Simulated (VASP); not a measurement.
OSZICAR of a VASP run on Hf (hcp):

File OSZICAR:
```
       N       E                     dE             d eps       ncg     rms          rms(c)
DAV:   1    -0.234671550662E+02   -0.23467E+02   -0.12175E+04  3376   0.140E+03
DAV:   2    -0.934627144825E+02   -0.69996E+02   -0.68737E+02  4248   0.283E+02
DAV:   3    -0.954207888383E+02   -0.19581E+01   -0.19420E+01  4510   0.321E+01
DAV:   4    -0.954365417413E+02   -0.15753E-01   -0.15750E-01  3888   0.357E+00
DAV:   5    -0.954367612365E+02   -0.21950E-03   -0.21948E-03  4504   0.337E-01    0.793E+01
DAV:   6    -0.904034137976E+02    0.50333E+01   -0.71253E-01  3408   0.880E+00    0.455E+01
DAV:   7    -0.881187299158E+02    0.22847E+01   -0.17375E+00  3612   0.117E+01    0.640E+00
DAV:   8    -0.908854675915E+02   -0.27667E+01   -0.13534E+00  3552   0.996E+00    0.119E+01
DAV:   9    -0.900113993019E+02    0.87407E+00   -0.21205E-01  3384   0.614E+00    0.397E+00
DAV:  10    -0.902236115712E+02   -0.21221E+00   -0.11253E-01  3438   0.454E+00    0.375E+00
DAV:  11    -0.899764666666E+02    0.24714E+00   -0.16044E-01  3390   0.504E+00    0.802E-01
DAV:  12    -0.899786929456E+02   -0.22263E-02   -0.12347E-02  3990   0.120E+00    0.782E-01
DAV:  13    -0.899807320476E+02   -0.20391E-02   -0.17036E-03  3762   0.413E-01    0.974E-01
DAV:  14    -0.899805945681E+02    0.13748E-03   -0.20922E-04  4242   0.166E-01    0.345E-01
DAV:  15    -0.899800326892E+02    0.56188E-03   -0.30303E-04  3516   0.145E-01    0.222E-01
DAV:  16    -0.899800327883E+02   -0.99164E-07   -0.46753E-05  4122   0.702E-02    0.883E-02
DAV:  17    -0.899800707292E+02   -0.37941E-04   -0.45545E-05  3558   0.524E-02    0.973E-02
DAV:  18    -0.899800421675E+02    0.28562E-04   -0.60540E-06  3846   0.193E-02    0.424E-02
DAV:  19    -0.899800383245E+02    0.38430E-05   -0.51834E-06  3510   0.292E-02    0.393E-02
DAV:  20    -0.899800387552E+02   -0.43074E-06   -0.12770E-07  1956   0.382E-03
   1 F= -.82739954E+02 E0= -.82740344E+02  d E =-.827400E+02
       N       E                     dE             d eps       ncg     rms          rms(c)
DAV:   1    -0.908594267152E+02   -0.87939E+00   -0.63344E+01  3360   0.757E+01    0.212E+01
DAV:   2    -0.890781275502E+02    0.17813E+01   -0.41586E+00  3366   0.197E+01    0.627E+00
DAV:   3    -0.885346222863E+02    0.54351E+00   -0.11473E+00  3384   0.923E+00    0.300E+00
DAV:   4    -0.884778372614E+02    0.56785E-01   -0.10033E-01  3922   0.277E+00    0.247E+00
DAV:   5    -0.884654190127E+02    0.12418E-01   -0.26272E-02  3456   0.156E+00    0.466E-01
DAV:   6    -0.884715863137E+02   -0.61673E-02   -0.17971E-02  3414   0.157E+00    0.323E-01
DAV:   7    -0.884713757806E+02    0.21053E-03   -0.27337E-03  3666   0.675E-01    0.129E-01
DAV:   8    -0.884715196419E+02   -0.14386E-03   -0.16420E-04  4218   0.169E-01    0.238E-02
DAV:   9    -0.884714710105E+02    0.48631E-04   -0.37104E-05  3582   0.802E-02    0.548E-02
DAV:  10    -0.884715078439E+02   -0.36833E-04   -0.72859E-06  3636   0.362E-02    0.687E-03
DAV:  11    -0.884714919653E+02    0.15879E-04   -0.15326E-06  2208   0.150E-02    0.297E-03
DAV:  12    -0.884714951589E+02   -0.31936E-05   -0.16564E-07  1848   0.449E-03    0.560E-04
DAV:  13    -0.884714951696E+02   -0.10700E-07   -0.12390E-08  1830   0.107E-03
   2 F= -.82422557E+02 E0= -.82422360E+02  d E =0.317397E+00
       N       E                     dE             d eps       ncg     rms          rms(c)
DAV:   1    -0.907677116845E+02   -0.22962E+01   -0.32480E+01  3360   0.539E+01    0.173E+01
DAV:   2    -0.899874120577E+02    0.78030E+00   -0.26057E+00  3474   0.142E+01    0.502E+00
DAV:   3    -0.897544519136E+02    0.23296E+00   -0.35767E-01  3480   0.479E+00    0.166E+00
DAV:   4    -0.896873814844E+02    0.67070E-01   -0.15013E-01  3552   0.314E+00    0.112E+00
DAV:   5    -0.896912602325E+02   -0.38787E-02   -0.14331E-02  4038   0.128E+00    0.476E-01
DAV:   6    -0.896870188353E+02    0.42414E-02   -0.98329E-03  3432   0.112E+00    0.361E-01
DAV:   7    -0.896874679125E+02   -0.44908E-03   -0.30662E-03  3384   0.719E-01    0.150E-01
DAV:   8    -0.896876974329E+02   -0.22952E-03   -0.52526E-04  3852   0.309E-01    0.693E-02
DAV:   9    -0.896877624082E+02   -0.64975E-04   -0.72796E-05  3696   0.110E-01    0.210E-02
DAV:  10    -0.896877698493E+02   -0.74411E-05   -0.41631E-06  4266   0.254E-02    0.286E-03
DAV:  11    -0.896877695042E+02    0.34517E-06   -0.14171E-06  2382   0.143E-02
   3 F= -.82803104E+02 E0= -.82803158E+02  d E =-.631497E-01
       N       E                     dE             d eps       ncg     rms          rms(c)
DAV:   1    -0.896727515558E+02    0.15018E-01   -0.99217E-03  3366   0.935E-01    0.285E-01
DAV:   2    -0.896724824326E+02    0.26912E-03   -0.72023E-04  3402   0.244E-01    0.813E-02
DAV:   3    -0.896724043106E+02    0.78122E-04   -0.13377E-04  3462   0.942E-02    0.324E-02
DAV:   4    -0.896723911048E+02    0.13206E-04   -0.35112E-05  3636   0.487E-02    0.247E-02
DAV:   5    -0.896723955568E+02   -0.44520E-05   -0.47756E-06  3810   0.213E-02    0.505E-03
DAV:   6    -0.896723957888E+02   -0.23192E-06   -0.26286E-06  3302   0.173E-02
   4 F= -.82803224E+02 E0= -.82803269E+02  d E =-.632698E-01
```

Q: Which electronic solver shows in the log?

A: It is blocked Davidson (ALGO = Normal, or the opening steps of other solvers). The INCAR had ALGO = Normal.

Q: Can the final energy be trusted as converged?

A: Self-consistency was reached. It stopped with EDIFF = 1E-6, NELM = 100, NSW = 40 and EDIFFG = -0.02 after 4 ionic steps (r2SCAN meta-GGA, plane waves, VASP's PBE PAW potentials (set 64)). Energy and stress use the plane-wave basis of the starting cell.

The compound is Hf in the hcp structure. This run relaxes it under an external pressure of 30 GPa. Symmetry was kept, so distortions that lower it aren't found.
